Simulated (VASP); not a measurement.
Crystal: FeSi.

```
Fe Si
1.0
     4.55070    0.00000    0.00000
     0.00000    4.55070    0.00000
     0.00000    0.00000    4.55070
Fe Si
4 4
Direct
  0.13652 0.13652 0.13652
  0.36348 0.86348 0.63652
  0.63652 0.36348 0.86348
  0.86348 0.63652 0.36348
  0.84240 0.84240 0.84240
  0.65760 0.15760 0.34240
  0.34240 0.65760 0.15760
  0.15760 0.34240 0.65760
```

Base run:

```yaml
Program: VASP 6.6.1
Functional: r2SCAN
Potentials_or_basis: VASP PAW PBE potentials, release 64 (Fe, Si)
Cutoff: 600 eV
k_mesh: 8 × 8 × 8
Occupations: gaussian, width 0.03 eV
Spin: collinear spin, ferromagnetic start
Starting_moments: "[2.5, 2.5, 2.5, 2.5, 0.0, 0.0, 0.0, 0.0] μB"
```

Its results: band gap on the k mesh none (metal or under the smearing width); pressure -13.8 GPa; net moment 4.68 μB per cell; site moments Fe +1.39; Si -0.09 μB; largest force 0.200 eV/Å.

Task: The run is repeated on the same cell with these changes: functional from r2SCAN to PBE. What comes out?

Result: Band gap on the k mesh none (metal or under the smearing width); pressure -10.2 GPa; net moment 3.90 μB per cell; site moments Fe +1.07; Si -0.05 μB; largest force 0.114 eV/Å.

Caveats: the PAW data sets were made with another functional, which shifts forces and pressure a little (some runs).

Not every run made on this cell is shown here.
